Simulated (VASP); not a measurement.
A run of VASP 6.6.1:

Contents of INCAR:

```
SYSTEM = GaHCl2
PREC = Accurate
ENCUT = 520
EDIFF = 1E-7
ISMEAR = 0
SIGMA = 0.01
LREAL = .FALSE.
LASPH = .TRUE.
NELM = 60
ALGO = Fast
ISIF = 2
LWAVE = .FALSE.
LCHARG = .FALSE.
GGA = B5
ALDAX = 1.0
AGGAX = 1.0
AGGAC = 1.0
ALDAC = 0.0
NBANDS = 22
```

Contents of KPOINTS:

```
regular mesh
0
G
  1 1 1
  0 0 0
```

File POSCAR:

```
GaHCl2
1.0
   12.0000000000      0.0000000000      0.0000000000
    0.0000000000     13.0000000000      0.0000000000
    0.0000000000      0.0000000000     11.0000000000
Cl Ga H
2 1 1
Direct
    0.3772458300      0.4980230800      0.4408545500
    0.6249208300      0.3841230800      0.5653272700
    0.5476958300      0.5167230800      0.4894000000
    0.6107791700      0.6191076900      0.4708636400
```

Potentials or basis: VASP PAW PBE potentials, release 64 (Cl, Ga_d, H).

Launch:

```bash
$ cat potpaw_PBE.64/Cl/POTCAR potpaw_PBE.64/Ga_d/POTCAR potpaw_PBE.64/H/POTCAR > POTCAR
$ mpirun -np 1 vasp_gam > vasp.out
```

Hardware: 1 thread of Intel(R) Xeon(R) Platinum 8488C (Sapphire Rapids), on a shared host.

Question: How long does it take, and how much memory?

Answer: Wall time 5.6 min on 1 thread of Intel(R) Xeon(R) Platinum 8488C (Sapphire Rapids) (shared host), peak memory 1.3 GiB. Counts: scf iterations 40, k points 1.
